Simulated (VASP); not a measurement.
VASP input:

POSCAR:
```
InAs
4.3440450
  0.0000000000   0.7071068204   0.7071068204
  0.7071068204   0.0000000000   0.7071068204
  0.7071068204   0.7071068204   0.0000000000
In As
1 1
Direct
  0.0000000000   0.0000000000   0.0000000000
  0.2500000000   0.2500000000   0.2500000000
```

**INCAR**
```
SYSTEM  =  InAs
PREC  =  Accurate; ENCUT  =  520; LREAL  =  .FALSE.
LASPH  =  .TRUE.
EDIFF  =  1E-7; NELM  =  100; ALGO  =  Normal
LMAXMIX  =  4
ISMEAR  =  -5
GGA  =  MK; LUSE_VDW  =  .TRUE.; AGGAC  =  0.0
PARAM1  =  0.1234; PARAM2  =  1.0
ISIF  =  2
LWAVE  =  .FALSE.; LCHARG  =  .TRUE.; LORBIT  =  11
NEDOS  =  601
```

File KPOINTS:
```
Automatic mesh
0
Gamma
12 12 12
0 0 0
```

POTCAR, in this order: In_d As (PBE.64 set). Program: vasp_std.

Write an equivalent input for Quantum ESPRESSO's pw.x.

One equivalent input (not run):
```
&CONTROL
  calculation = 'scf'
  pseudo_dir = './pseudo'
  outdir = './out'
  tprnfor = .true.
  tstress = .true.
/
&SYSTEM
  ibrav = 0
  nat = 2
  ntyp = 2
  ecutwfc = 84
  occupations = 'tetrahedra'
  input_dft = 'vdw-df-ob86'
/
&ELECTRONS
  conv_thr = 7.3e-09
  electron_maxstep = 100
/
ATOMIC_SPECIES
  In 114.818 In.upf
  As 74.922 As.upf
CELL_PARAMETERS angstrom
     0.0000000    3.0717038    3.0717038
     3.0717038    0.0000000    3.0717038
     3.0717038    3.0717038    0.0000000
ATOMIC_POSITIONS crystal
  In   0.0000000  0.0000000  0.0000000
  As   0.2500000  0.2500000  0.2500000
K_POINTS automatic
  12 12 12 0 0 0
```
What does not carry over: the potentials are each code's own (VASP's PAW set, PseudoDojo norm-conserving files in pw.x), so ENCUT and ecutwfc are chosen apart and not converted; conv_thr bounds pw.x's estimated SCF error, while EDIFF bounds the energy change between steps.

The compound is InAs in the zinc blende structure. It was relaxed first.
